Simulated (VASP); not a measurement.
# SbAs (R3m) in VASP: notebook

Runs on SbAs. Level: LDA. Tasks: single point.

Program: VASP 6.6.1. These are calculated values, not measurements. Logs are shortened: lines on timing, memory, paths and dates and some standing lists are left out, and cuts for length are marked.

## (1) The structure

Symmetry: R3m, No. 160, trigonal system. The conventional cell has a = 4.065 Å, b = 4.065 Å, c = 11.150 Å, α = 90.00°, β = 90.00°, γ = 120.00°. Sb (site symmetry 3m) has 3 As at 2.73 Å as nearest neighbours. As (site symmetry 3m) is surrounded by 3 Sb at 2.73 Å.

The cell is a database's computed one.

## (2) Single point, LDA

INCAR reads:

```
PREC = Accurate
ENCUT = 520
EDIFF = 1E-6
ISMEAR = 0
SIGMA = 0.01
LREAL = False
LASPH = True
NELM = 100
ALGO = Fast
ISIF = 2
LWAVE = False
LCHARG = False
GGA = CA
NBANDS = 12
```

KPOINTS reads:

```
regular mesh
0
Gamma
  5 5 5
```

POSCAR reads:

```
SbAs
1.0
    2.0327141200      1.1735880500      3.7165943000
   -2.0327141200      1.1735880500      3.7165943000
    0.0000000000     -2.3471760900      3.7165943000
Sb As
1 1
Direct
    0.2290984100      0.2290984100      0.2290984100
    0.7708995900      0.7708995900      0.7708995900
```

Potentials or basis: VASP PAW LDA potentials, release 64 (Sb, As).

Started as:

```console
cat potpaw_LDA.64/Sb/POTCAR potpaw_LDA.64/As/POTCAR > POTCAR
mpirun -np 1 vasp_std > vasp.out
```

OUTCAR:

```text
PREC = Accurate
   ENCUT = 520
   EDIFF = 1E-6
   ISMEAR = 0
   LREAL = False
   LASPH = True
   NELM = 100
   ISIF = 2
   GGA = CA

 ion  position               nearest neighbor table
   1  0.229  0.229  0.229-   2 2.73   2 2.73   2 2.73   2 3.30   2 3.30   2 3.30
   2  0.771  0.771  0.771-   1 2.73   1 2.73   1 2.73   1 3.30   1 3.30   1 3.30

  LATTYP: Found a trigonal (rhomboedric) cell.
 ALAT       =     4.3957148219
 COS(alpha) =     0.5723154256

  Lattice vectors:

 A1 = (   2.0327141200,   1.1735880500,   3.7165943000)
 A2 = (  -2.0327141200,   1.1735880500,   3.7165943000)
 A3 = (   0.0000000000,  -2.3471760900,   3.7165943000)

Analysis of symmetry for initial positions (statically):
=====================================================================
 Subroutine PRICEL returns:
 Original cell was already a primitive cell.

 Routine SETGRP: Setting up the symmetry group for a
 trigonal (rhombohedral) supercell.

 Subroutine GETGRP returns: Found  6 space group operations
 (whereof  6 operations were pure point group operations)
 out of a pool of 12 trial point group operations.

The static configuration has the point symmetry C_3v.

Analysis of symmetry for dynamics (positions and initial velocities):
=====================================================================
 Subroutine PRICEL returns:
 Original cell was already a primitive cell.

 Routine SETGRP: Setting up the symmetry group for a
 trigonal (rhombohedral) supercell.

 Subroutine GETGRP returns: Found  6 space group operations
 (whereof  6 operations were pure point group operations)
 out of a pool of 12 trial point group operations.

The dynamic configuration has the point symmetry C_3v.

 Subroutine INISYM returns: Found  6 space group operations
 (whereof  6 operations are pure point group operations),
 and found     1 'primitive' translations

----------------------------------------------------------------------------------------

                                     Primitive cell

  volume of cell :      53.1972

  direct lattice vectors                    reciprocal lattice vectors
     2.032714120  1.173588050  3.716594300     0.245976547  0.142014625  0.089687845
    -2.032714120  1.173588050  3.716594300    -0.245976547  0.142014625  0.089687845
     0.000000000 -2.347176090  3.716594300     0.000000000 -0.284029251  0.089687845

  length of vectors
     4.395714822  4.395714822  4.395714821     0.297853194  0.297853194  0.297853193

  position of ions in fractional coordinates (direct lattice)
     0.229098410  0.229098410  0.229098410
     0.770899590  0.770899590  0.770899590

  ion indices of the primitive-cell ions
   primitive index   ion index
                 1           1
                 2           2

----------------------------------------------------------------------------------------

 KPOINTS: regular mesh

Automatic generation of k-mesh.
 Grid dimensions read from file:
 generate k-points for:    5    5    5

 Generating k-lattice:

  Cartesian coordinates                     Fractional coordinates (reciprocal lattice)
     0.049195309  0.028402925  0.017937569     0.200000000  0.000000000  0.000000000
    -0.049195309  0.028402925  0.017937569     0.000000000  0.200000000  0.000000000
     0.000000000 -0.056805850  0.017937569     0.000000000  0.000000000  0.200000000

  Length of vectors
     0.059570639  0.059570639  0.059570639

  Shift w.r.t. Gamma in fractional coordinates (k-lattice)
     0.000000000  0.000000000  0.000000000

 Subroutine IBZKPT returns following result:
 ===========================================

 Found     19 irreducible k-points:

 Following reciprocal coordinates:
            Coordinates               Weight
  0.000000  0.000000  0.000000      1.000000
  0.200000 -0.000000 -0.000000      6.000000
  0.400000  0.000000  0.000000      6.000000
  0.200000  0.200000 -0.000000      6.000000
  0.400000  0.200000 -0.000000     12.000000
 -0.400000  0.200000 -0.000000     12.000000
[... 11 lines left out ...]
  0.400000  0.400000  0.400000      2.000000
 -0.400000  0.400000  0.400000      6.000000
   k-points           NKPTS =     19   k-points in BZ     NKDIM =     19   number of bands    NBANDS=     12
   number of dos      NEDOS =    301   number of ions     NIONS =      2
   total plane-waves  NPLWV =  46656
   dimension x,y,z NGX =    36 NGY =   36 NGZ =   36
   dimension x,y,z NGXF=    72 NGYF=   72 NGZF=   72
   ions per type =               1   1
   NGX,Y,Z   is equivalent  to a cutoff of  13.62, 13.62, 13.62 a.u.
   NGXF,Y,Z  is equivalent  to a cutoff of  27.23, 27.23, 27.23 a.u.
 SYSTEM =  unknown system
   PREC   = accura    normal or accurate (medium, high low for compatibility)
   ISTART =      0    job   : 0-new  1-cont  2-samecut
   ICHARG =      2    charge: 1-file 2-atom 10-const
   ISPIN  =      1    spin polarized calculation?
   LNONCOLLINEAR =      F non collinear calculations
   LSORBIT =      F    spin-orbit coupling
   LASPH  =      T    aspherical Exc in radial PAW
   ENCUT  =  520.0 eV  38.22 Ry    6.18 a.u.   8.17  8.17  8.17*2*pi/ulx,y,z
   NELM   =    100;   NELMIN=  2; NELMDL= -5     # of ELM steps
   EDIFF  = 0.1E-05   stopping-criterion for ELM
   LREAL  =      F    real-space projection
   EDIFFG = 0.1E-04   stopping-criterion for IOM
   NSW    =      0    number of steps for IOM
   IBRION =     -1    ionic relax: 0-MD 1-quasi-New 2-CG
   NFREE  =      0    steps in history (QN), initial steepest desc. (CG)
   ISIF   =      2    stress and relaxation
   ISYM   =      2    0-nonsym 1-usesym 2-fastsym
   POTIM  = 0.5000    time-step for ionic-motion
   TEBEG  =    0.0;   TEEND  =   0.0 temperature during run
   PSTRESS=    0.0 pullay stress
   NELECT =      10.0000    total number of electrons
   NUPDOWN=      -1.0000    fix difference up-down
   EMIN   =  10.00;   EMAX   =-10.00  energy-range for DOS
   EFERMI =   0.00;   METHOD = LEGACY
   ISMEAR =     0;   SIGMA  =   0.01  broadening in eV -4-tet -1-fermi 0-gaus
   EFERMI_NEDOS =   21; number of points for ismear=-14 and -15
   IALGO  =     68    algorithm
   IMIX   =      4    mixing-type and parameters
     AMIX     =   0.40;   BMIX     =  1.00
     AMIX_MAG =   1.60;   BMIX_MAG =  1.00
  volume/ion in A,a.u.               =      26.60       179.50
  Fermi-wavevector in a.u.,A,eV,Ry     =   0.937804  1.772192 11.966000  0.879476
  Thomas-Fermi vector in A             =   2.064952
   LORBIT       =      0    0 simple, 1 ext, 2 COOP (PROOUT), +10 PAW based schemes
   GGA     = CA    functional components
   LHFCALC =     F    Hartree Fock is set to
   AEXX    =    0.0000 exact exchange contribution
   IVDW    =     0    specifies the selected vdW correction
   LEPSILON=     F    determine dielectric tensor
   LRPA    =     F    only Hartree local field effects (RPA)
 non-spin polarized calculation
 RMM-DIIS sequential band-by-band and
 Gauss-broadening in eV      SIGMA  =   0.01
  energy-cutoff  :      520.00
  volume of cell :       53.20
 maximum number of plane-waves:      1444
 NGX is ok and might be reduce to    36
   NGX = 17   NGY = 17   NGZ = 17

 number of electron      10.0000000 magnetization

 Free energy of the ion-electron system (eV)
  ---------------------------------------------------
  ext. energy  EPLUGINS =         0.00000000
  ---------------------------------------------------
  free energy    TOTEN  =       -10.22991224 eV

  energy without entropy =      -10.22991224  energy(sigma->0) =      -10.22991224

 E-fermi :   6.1498     XC(G=0):  -9.7925

 val. band max:        6.0987440859   @ k =   0.4000   0.2000   0.2000
 cond. band min:       6.2574697971   @ k =   0.4000   0.0000   0.0000
 fundamental gap:      0.1587257112
 Fermi energy:         6.1497811189

 k-point     1 :       0.0000    0.0000    0.0000
  band No.  band energies     occupation
      1      -7.5288      2.00000
      2       0.4562      2.00000
      3       3.8116      2.00000
      4       4.2713      2.00000
      5       4.2713      2.00000
      6       7.9239      0.00000
      7       8.8841      0.00000
      8       8.8841      0.00000
      9      12.0774      0.00000
     10      12.0774      0.00000
     11      12.2709      0.00000
     12      13.6373      0.00000

 k-point     2 :       0.2000   -0.0000   -0.0000
  band No.  band energies     occupation
      1      -7.0758      2.00000
      2      -0.8756      2.00000
      3       3.7804      2.00000
      4       4.0676      2.00000
      5       4.5294      2.00000
      6       7.6264      0.00000
      7       8.0762      0.00000
      8       8.2320      0.00000
      9      11.2396      0.00000
     10      11.8056      0.00000
     11      12.4856      0.00000
     12      15.9834      0.00000

 k-point     3 :       0.4000    0.0000    0.0000
  band No.  band energies     occupation
      1      -5.8408      2.00000
      2      -3.1767      2.00000
      3       3.7158      2.00000
      4       3.8121      2.00000
      5       5.2610      2.00000
      6       6.2575      0.00000
      7       6.7558      0.00000
      8       7.2877      0.00000
      9      12.7357      0.00000
     10      14.1498      0.00000
     11      14.9683      0.00000
     12      15.9389      0.00000
[... 211 lines left out ...]
 k-point    18 :       0.4000    0.4000    0.4000
  band No.  band energies     occupation
      1      -6.4986      2.00000
      2      -2.8176      2.00000
      3       4.5509      2.00000
      4       4.5509      2.00000
      5       5.3372      2.00000
      6       6.9264      0.00000
      7       6.9264      0.00000
      8       7.6019      0.00000
      9      12.6614      0.00000
     10      14.4228      0.00000
     11      14.4228      0.00000
     12      16.7590      0.00000

 k-point    19 :      -0.4000    0.4000    0.4000
  band No.  band energies     occupation
      1      -5.9843      2.00000
      2      -2.9479      2.00000
      3       1.8227      2.00000
      4       3.7619      2.00000
      5       4.8887      2.00000
      6       7.8532      0.00000
      7       7.8941      0.00000
      8      10.0664      0.00000
      9      12.5293      0.00000
     10      13.9977      0.00000
     11      14.2891      0.00000
     12      16.6429      0.00000

------------------------ aborting loop because EDIFF is reached ----------------------------------------

  FORCE on cell =-STRESS in cart. coord.  units (eV):
  Direction    XX          YY          ZZ          XY          YZ          ZX
  --------------------------------------------------------------------------------------
  -------------------------------------------------------------------------------------
  Total       -0.7876775     -0.7876775     -1.5276077      0.0000000     -0.0000000      0.0000000
  in kB      -23.7230561    -23.7230562    -46.0080704      0.0000000     -0.0000000      0.0000000
  external PRESSURE =     -31.1513942 kB  Pullay stress =       0.0000000 kB

 VOLUME and BASIS-vectors are now :
 -----------------------------------------------------------------------------
  energy-cutoff  :      520.00
  volume of cell :       53.20
      direct lattice vectors                 reciprocal lattice vectors
     2.032714120  1.173588050  3.716594300     0.245976547  0.142014625  0.089687845
    -2.032714120  1.173588050  3.716594300    -0.245976547  0.142014625  0.089687845
     0.000000000 -2.347176090  3.716594300     0.000000000 -0.284029251  0.089687845

 POSITION                                       TOTAL-FORCE (eV/Angst)
 -----------------------------------------------------------------------------------
      0.00000      0.00000      2.55440         0.000000     -0.000000     -0.067769
      0.00000      0.00000      8.59536         0.000000      0.000000      0.067769
 -----------------------------------------------------------------------------------
    total drift:                                0.000000      0.000000      0.000348

  FREE ENERGIE OF THE ION-ELECTRON SYSTEM (eV)
  ---------------------------------------------------
  free  energy   TOTEN  =       -10.2299122408 eV

  energy  without entropy=      -10.2299122408  energy(sigma->0) =      -10.22991224
```

Wall time 16 s (1 thread of Intel Xeon Platinum 8175M at 2.50GHz (Skylake/Cascade Lake), shared host); peak memory 0.17 GiB.

Results:

```yaml
Free_energy: -10.2299 eV
Pressure: -3.1 GPa
Largest_force: 0.068 eV/Å
Band_gap_on_the_k_mesh: 0.16 eV, indirect (least direct gap 0.42 eV)
```

Forces in eV/Å, atoms in the order of the input:
```
Sb   0.000  0.000 -0.068
As   0.000  0.000  0.068
```

Stress tensor (GPa, compression positive):
```
-2.37  0.00  0.00
 0.00 -2.37  0.00
 0.00  0.00 -4.60
```

Levels at points of the mesh, in eV from the valence-band top:
| k point | band 1 | band 2 | band 3 | band 4 | band 5 | band 6 | band 7 | band 8 | band 9 | band 10 |
| --- | --- | --- | --- | --- | --- | --- | --- | --- | --- | --- |
| (0.00, 0.00, 0.00) | -13.63 | -5.64 | -2.29 | -1.83 | -1.83 | 1.83 | 2.79 | 2.79 | 5.98 | 5.98 |

Caveat: spin-orbit coupling is left out, which moves the levels of the heavy elements; an odd mesh through Γ misses points on the zone boundary, where band edges often lie.

## (3) Single point, LDA

INCAR reads:

```
SYSTEM = SbAs
PREC     = Accurate       ! precision mode
ENCUT    = 520            ! plane-wave cutoff, eV
EDIFF    = 1E-6           ! SCF threshold, eV
ISMEAR   = 0              ! smearing method
SIGMA    = 0.01           ! smearing width, eV
LREAL    = .FALSE.        ! projectors in reciprocal space
LASPH    = .TRUE.         ! aspherical terms in the spheres
NELM     = 100            ! most SCF steps
ALGO     = Fast           ! electronic algorithm
ISIF     = 2              ! what is computed and relaxed
LWAVE    = .FALSE.        ! write WAVECAR
LCHARG   = .FALSE.        ! write CHGCAR
NBANDS   = 12             ! bands
```

KPOINTS reads:

```
regular mesh
0
G
  5 5 5
  0 0 0
```

POSCAR is that of step 2.

Potentials or basis: VASP PAW LDA potentials, release 64 (Sb, As).

Started as:

```console
cat potpaw_LDA.64/Sb/POTCAR potpaw_LDA.64/As/POTCAR > POTCAR
mpirun -np 1 vasp_std > vasp.out
```

It took 16 s on 1 thread of Intel Xeon Platinum 8175M at 2.50GHz (Skylake/Cascade Lake), shared host; peak memory 0.17 GiB.

It converged, with:

```yaml
Free_energy: -10.2299 eV
Pressure: -3.1 GPa
Largest_force: 0.068 eV/Å
Band_gap_on_the_k_mesh: 0.16 eV, indirect (least direct gap 0.42 eV)
```

Forces on the atoms (eV/Å):
```
Sb   0.000  0.000 -0.068
As   0.000  0.000  0.068
```

Stress tensor (GPa, compression positive):
```
-2.37  0.00  0.00
 0.00 -2.37  0.00
 0.00  0.00 -4.60
```

Levels at points of the mesh, in eV from the valence-band top:
```
           k point  band 2  band 3  band 4  band 5  band 6  band 7  band 8  band 9
(0.00, 0.00, 0.00)   -5.64   -2.29   -1.83   -1.83    1.83    2.79    2.79    5.98
```

Caveat: spin-orbit coupling is left out, which moves the levels of the heavy elements; an odd mesh through Γ misses points on the zone boundary, where band edges often lie.
